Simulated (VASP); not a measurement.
OSZICAR of a VASP run on Se (trig):

**OSZICAR**
```
       N       E                     dE             d eps       ncg     rms          rms(c)
DAV:   1     0.498919188250E+02    0.49892E+02   -0.70996E+03   624   0.110E+03
DAV:   2    -0.408049584626E+02   -0.90697E+02   -0.86651E+02   862   0.176E+02
DAV:   3    -0.464532525661E+02   -0.56483E+01   -0.56180E+01   729   0.521E+01
DAV:   4    -0.464993228269E+02   -0.46070E-01   -0.46029E-01   769   0.556E+00
DAV:   5    -0.464997131688E+02   -0.39034E-03   -0.39033E-03   759   0.497E-01    0.711E+00
DAV:   6    -0.437321796844E+02    0.27675E+01   -0.35829E-01   634   0.588E+00    0.501E+00
DAV:   7    -0.413168159970E+02    0.24154E+01   -0.14216E+00   639   0.811E+00    0.195E+00
DAV:   8    -0.425773006758E+02   -0.12605E+01   -0.36414E-01   624   0.511E+00    0.602E-01
DAV:   9    -0.427569896603E+02   -0.17969E+00   -0.18898E-01   624   0.368E+00    0.314E-01
DAV:  10    -0.429034304168E+02   -0.14644E+00   -0.10213E-01   634   0.316E+00    0.119E-01
DAV:  11    -0.429066756400E+02   -0.32452E-02   -0.16127E-03   754   0.428E-01    0.774E-02
DAV:  12    -0.429081819749E+02   -0.15063E-02   -0.90494E-04   669   0.306E-01    0.235E-02
DAV:  13    -0.429081968879E+02   -0.14913E-04   -0.56604E-04   654   0.302E-01    0.163E-02
DAV:  14    -0.429083398910E+02   -0.14300E-03   -0.27325E-05   734   0.599E-02    0.125E-02
DAV:  15    -0.429084350230E+02   -0.95132E-04   -0.18121E-05   659   0.415E-02    0.780E-03
DAV:  16    -0.429084988796E+02   -0.63857E-04   -0.49622E-05   654   0.846E-02    0.194E-03
DAV:  17    -0.429085047407E+02   -0.58611E-05   -0.22545E-06   649   0.148E-02    0.145E-03
DAV:  18    -0.429085019324E+02    0.28083E-05   -0.35746E-07   699   0.747E-03    0.122E-03
DAV:  19    -0.429085033540E+02   -0.14216E-05   -0.48227E-07   669   0.690E-03    0.330E-04
DAV:  20    -0.429085028535E+02    0.50047E-06   -0.92353E-08   467   0.339E-03    0.182E-04
DAV:  21    -0.429085030566E+02   -0.20305E-06   -0.59423E-09   352   0.800E-04    0.564E-05
DAV:  22    -0.429085030409E+02    0.15622E-07   -0.22451E-09   357   0.580E-04
   1 F= -.42402915E+02 E0= -.42402915E+02  d E =-.424029E+02
       N       E                     dE             d eps       ncg     rms          rms(c)
DAV:   1    -0.429079728415E+02    0.53022E-03   -0.22186E-03   644   0.293E-01    0.398E-02
DAV:   2    -0.429079397585E+02    0.33083E-04   -0.79462E-05   669   0.652E-02    0.227E-02
DAV:   3    -0.429079220058E+02    0.17753E-04   -0.55735E-05   654   0.461E-02    0.676E-03
DAV:   4    -0.429079263742E+02   -0.43684E-05   -0.19055E-06   709   0.131E-02    0.548E-03
DAV:   5    -0.429079210218E+02    0.53524E-05   -0.18916E-06   654   0.146E-02    0.180E-03
DAV:   6    -0.429079285507E+02   -0.75289E-05   -0.20086E-06   654   0.157E-02    0.326E-04
DAV:   7    -0.429079267995E+02    0.17512E-05   -0.13699E-07   462   0.404E-03    0.286E-04
DAV:   8    -0.429079273807E+02   -0.58116E-06   -0.36020E-08   352   0.195E-03    0.145E-04
DAV:   9    -0.429079268819E+02    0.49873E-06   -0.81875E-09   357   0.896E-04    0.705E-05
DAV:  10    -0.429079271941E+02   -0.31217E-06   -0.65794E-10   357   0.278E-04    0.283E-05
DAV:  11    -0.429079270754E+02    0.11868E-06   -0.12353E-10   352   0.128E-04    0.999E-06
DAV:  12    -0.429079271841E+02   -0.10870E-06   -0.59330E-11   357   0.989E-05    0.608E-06
DAV:  13    -0.429079271668E+02    0.17325E-07   -0.10138E-11   347   0.367E-05
   2 F= -.42402940E+02 E0= -.42402940E+02  d E =-.250287E-04
       N       E                     dE             d eps       ncg     rms          rms(c)
DAV:   1    -0.429075722412E+02    0.35494E-03   -0.87912E-04   624   0.185E-01    0.250E-02
DAV:   2    -0.429075592260E+02    0.13015E-04   -0.31472E-05   669   0.410E-02    0.143E-02
DAV:   3    -0.429075514521E+02    0.77739E-05   -0.22097E-05   624   0.290E-02    0.425E-03
DAV:   4    -0.429075540618E+02   -0.26097E-05   -0.75588E-07   714   0.826E-03    0.344E-03
DAV:   5    -0.429075510180E+02    0.30439E-05   -0.75806E-07   644   0.927E-03    0.113E-03
DAV:   6    -0.429075554552E+02   -0.44372E-05   -0.80699E-07   654   0.995E-03    0.207E-04
DAV:   7    -0.429075543147E+02    0.11405E-05   -0.54125E-08   352   0.254E-03    0.178E-04
DAV:   8    -0.429075546704E+02   -0.35568E-06   -0.14408E-08   357   0.122E-03    0.903E-05
DAV:   9    -0.429075543436E+02    0.32675E-06   -0.31689E-09   357   0.556E-04    0.458E-05
DAV:  10    -0.429075545483E+02   -0.20467E-06   -0.28617E-10   357   0.182E-04    0.185E-05
DAV:  11    -0.429075544729E+02    0.75329E-07   -0.43128E-11   357   0.776E-05
   3 F= -.42402945E+02 E0= -.42402945E+02  d E =-.303573E-04
       N       E                     dE             d eps       ncg     rms          rms(c)
DAV:   1    -0.429074255129E+02    0.12904E-03   -0.50608E-04   624   0.138E-01    0.142E-02
DAV:   2    -0.429074241334E+02    0.13795E-05   -0.19745E-05   709   0.332E-02    0.686E-03
DAV:   3    -0.429074218900E+02    0.22434E-05   -0.28456E-06   694   0.108E-02    0.310E-03
DAV:   4    -0.429074226380E+02   -0.74800E-06   -0.75583E-07   709   0.684E-03    0.138E-03
DAV:   5    -0.429074216158E+02    0.10222E-05   -0.29008E-07   633   0.563E-03    0.765E-04
DAV:   6    -0.429074232422E+02   -0.16264E-05   -0.30907E-07   636   0.558E-03    0.333E-04
DAV:   7    -0.429074226689E+02    0.57334E-06   -0.38233E-08   342   0.194E-03    0.705E-05
DAV:   8    -0.429074227946E+02   -0.12574E-06   -0.38234E-09   337   0.588E-04    0.359E-05
DAV:   9    -0.429074226503E+02    0.14432E-06   -0.15620E-09   342   0.375E-04    0.258E-05
DAV:  10    -0.429074226626E+02   -0.12363E-07   -0.24412E-10   332   0.151E-04
   4 F= -.42402959E+02 E0= -.42402959E+02  d E =-.137434E-04
       N       E                     dE             d eps       ncg     rms          rms(c)
DAV:   1    -0.429070432867E+02    0.37936E-03   -0.45552E-03   624   0.414E-01    0.425E-02
DAV:   2    -0.429070312203E+02    0.12066E-04   -0.17776E-04   709   0.997E-02    0.206E-02
DAV:   3    -0.429070170390E+02    0.14181E-04   -0.25686E-05   684   0.323E-02    0.927E-03
DAV:   4    -0.429070188083E+02   -0.17693E-05   -0.67730E-06   689   0.205E-02    0.413E-03
DAV:   5    -0.429070152046E+02    0.36037E-05   -0.25947E-06   634   0.168E-02    0.231E-03
DAV:   6    -0.429070206398E+02   -0.54352E-05   -0.27736E-06   634   0.167E-02    0.102E-03
DAV:   7    -0.429070192600E+02    0.13798E-05   -0.35962E-07   654   0.584E-03    0.163E-04
DAV:   8    -0.429070196321E+02   -0.37211E-06   -0.18962E-08   327   0.148E-03    0.115E-04
DAV:   9    -0.429070191455E+02    0.48662E-06   -0.10625E-08   327   0.101E-03    0.525E-05
DAV:  10    -0.429070192230E+02   -0.77493E-07   -0.15536E-09   317   0.397E-04
   5 F= -.42402992E+02 E0= -.42402992E+02  d E =-.469262E-04
       N       E                     dE             d eps       ncg     rms          rms(c)
DAV:   1    -0.429062719243E+02    0.74722E-03   -0.18227E-02   624   0.829E-01    0.849E-02
DAV:   2    -0.429062234259E+02    0.48498E-04   -0.71100E-04   709   0.199E-01    0.411E-02
DAV:   3    -0.429061729305E+02    0.50495E-04   -0.10312E-04   684   0.648E-02    0.184E-02
DAV:   4    -0.429061748337E+02   -0.19032E-05   -0.26939E-05   689   0.408E-02    0.829E-03
DAV:   5    -0.429061664219E+02    0.84118E-05   -0.10317E-05   634   0.335E-02    0.462E-03
DAV:   6    -0.429061784325E+02   -0.12011E-04   -0.11113E-05   634   0.335E-02    0.204E-03
DAV:   7    -0.429061769479E+02    0.14846E-05   -0.14558E-06   644   0.117E-02    0.327E-04
DAV:   8    -0.429061777243E+02   -0.77637E-06   -0.76281E-08   432   0.296E-03    0.229E-04
DAV:   9    -0.429061767798E+02    0.94445E-06   -0.42122E-08   332   0.204E-03    0.106E-04
DAV:  10    -0.429061769385E+02   -0.15866E-06   -0.58221E-09   317   0.773E-04    0.264E-05
DAV:  11    -0.429061769066E+02    0.31848E-07   -0.95487E-10   327   0.329E-04
   6 F= -.42403023E+02 E0= -.42403023E+02  d E =-.776802E-04
```

### Question
Which electronic solver shows in the log?

### Answer
It is blocked Davidson (ALGO = Normal, or the opening steps of other solvers). The INCAR had ALGO = Normal.

### Question
Can the final energy be trusted as converged?

### Answer
The run converged. It stopped with EDIFF = 1E-7, NELM = 100, NSW = 40 and EDIFFG = -0.01 after 6 ionic steps (r2SCAN meta-GGA, plane waves, VASP's PBE PAW potentials (set 64)).

The compound is Se in the trig structure. This run relaxes it under an external pressure of 1 GPa. Symmetry was kept, so distortions that lower it aren't found.
